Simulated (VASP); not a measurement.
Input for VASP

KPOINTS:
```
Automatic mesh
0
G
13 13 13
```

**INCAR**
```
# general
SYSTEM =BN
PREC   =Accurate
ENCUT  =620   # plane-wave cut-off (eV)
LREAL  =.False.   # projection in real space or not
LASPH  =.True.   # aspherical one-centre terms

# electronic loop
EDIFF  =1E-6   # SCF stop (eV)
NELM   =100
ALGO   =Normal   # blocked Davidson

# smearing
ISMEAR =0   # Gaussian
SIGMA  =0.05

# functional
GGA    =PS

# ions
IBRION =2   # conjugate gradients
NSW    =40   # most ionic steps
ISIF   =3   # ions, shape and volume
EDIFFG =-0.02   # ionic stop
PSTRESS=50   # kbar

# output
LWAVE  =.False.
LCHARG =.False.
```

### POSCAR
```
BN
1.0
  0.0000000000   1.7343711220   1.7343711220
  1.7343711220   0.0000000000   1.7343711220
  1.7343711220   1.7343711220   0.0000000000
B N
1 1
Cartesian
  0.0000000000   0.0000000000   0.0000000000
  1.7343711220   1.7343711220   1.7343711220
```

POTCAR, in this order: B N (PBE.64 set). Program: vasp_std.

Translate this PBEsol calculation to Quantum ESPRESSO's pw.x.

One equivalent input (not run):
```
&CONTROL
  calculation = 'vc-relax'
  pseudo_dir = './pseudo'
  outdir = './out'
  tprnfor = .true.
  tstress = .true.
  nstep = 40
  forc_conv_thr = 0.00078
/
&SYSTEM
  ibrav = 0
  nat = 2
  ntyp = 2
  ecutwfc = 84
  occupations = 'smearing'
  smearing = 'gaussian'
  degauss = 0.003675
  input_dft = 'pbesol'
/
&ELECTRONS
  conv_thr = 7.3e-08
  electron_maxstep = 100
/
&IONS
/
&CELL
  press = 50
/
ATOMIC_SPECIES
  B 10.810 B.upf
  N 14.007 N.upf
CELL_PARAMETERS angstrom
     0.0000000    1.7343711    1.7343711
     1.7343711    0.0000000    1.7343711
     1.7343711    1.7343711    0.0000000
ATOMIC_POSITIONS crystal
  B    0.0000000  0.0000000  0.0000000
  N    0.5000000  0.5000000  0.5000000
K_POINTS automatic
  13 13 13 0 0 0
```
The two are equivalent in intent, not identical: the potentials are each code's own (VASP's PAW set, PseudoDojo norm-conserving files in pw.x), so ENCUT and ecutwfc are chosen apart and not converted; conv_thr bounds pw.x's estimated SCF error, while EDIFF bounds the energy change between steps; forc_conv_thr acts on force components and is met together with etot_conv_thr.

The structure was generated: BN was put into the rock salt type (Fm-3m), which need not be its known phase. It was relaxed first under an external pressure of 5 GPa.
